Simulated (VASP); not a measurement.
The input files of a VASP run:

**INCAR**
```
ALGO = Normal
EDIFF = 1E-8
EDIFFG = -0.001
ENCUT = 400
IBRION = 1
ISIF = 2
ISMEAR = 0
LASPH = .TRUE.
LCHARG = .FALSE.
LMAXMIX = 4
LREAL = .FALSE.
LWAVE = .FALSE.
NELM = 100
NSW = 30
PREC = Accurate
SIGMA = 0.05
SYSTEM = PbI2
```

### POSCAR
```
PbI2
1
    2.2308741373    -3.8639874996     0.0000000000
    2.2308741373     3.8639874996     0.0000000000
    0.0000000000     0.0000000000     6.8161076382
Pb I
1 2
Direct
  0.0000000000   0.0000000000   0.0000000000
  0.3333330000   0.6666670000   0.2744545269
  0.6666670000   0.3333330000   0.7255454731
```

**KPOINTS**
```
kpoints
0
Gamma
5 5 3
0 0 0
```

POTCAR, in this order: Pb_d I (LDA.64 set). Program: vasp_std.

Problem. Write an equivalent input for Quantum ESPRESSO's pw.x.

Solution. One equivalent input (not run):
```
&CONTROL
  calculation = 'relax'
  pseudo_dir = './pseudo'
  outdir = './out'
  tprnfor = .true.
  tstress = .true.
  nstep = 30
  forc_conv_thr = 3.9e-05
/
&SYSTEM
  ibrav = 0
  nat = 3
  ntyp = 2
  ecutwfc = 70
  occupations = 'smearing'
  smearing = 'gaussian'
  degauss = 0.003675
  input_dft = 'pz'
/
&ELECTRONS
  conv_thr = 7.3e-10
  electron_maxstep = 100
/
&IONS
/
ATOMIC_SPECIES
  Pb 207.200 Pb.upf
  I 126.904 I.upf
CELL_PARAMETERS angstrom
     2.2308741   -3.8639875    0.0000000
     2.2308741    3.8639875    0.0000000
     0.0000000    0.0000000    6.8161076
ATOMIC_POSITIONS crystal
  Pb   0.0000000  0.0000000  0.0000000
  I    0.3333330  0.6666670  0.2744545
  I    0.6666670  0.3333330  0.7255455
K_POINTS automatic
  5 5 3 0 0 0
```
Limits of the translation: the potentials are each code's own (VASP's PAW set, PseudoDojo norm-conserving files in pw.x), so ENCUT and ecutwfc are chosen apart and not converted; conv_thr bounds pw.x's estimated SCF error, while EDIFF bounds the energy change between steps; forc_conv_thr acts on force components and is met together with etot_conv_thr.

The compound is PbI2 in the 1T layered structure. This run relaxes the ions in a fixed cell. Symmetry was kept, so distortions that lower it aren't found. The start is the result of an earlier pass.
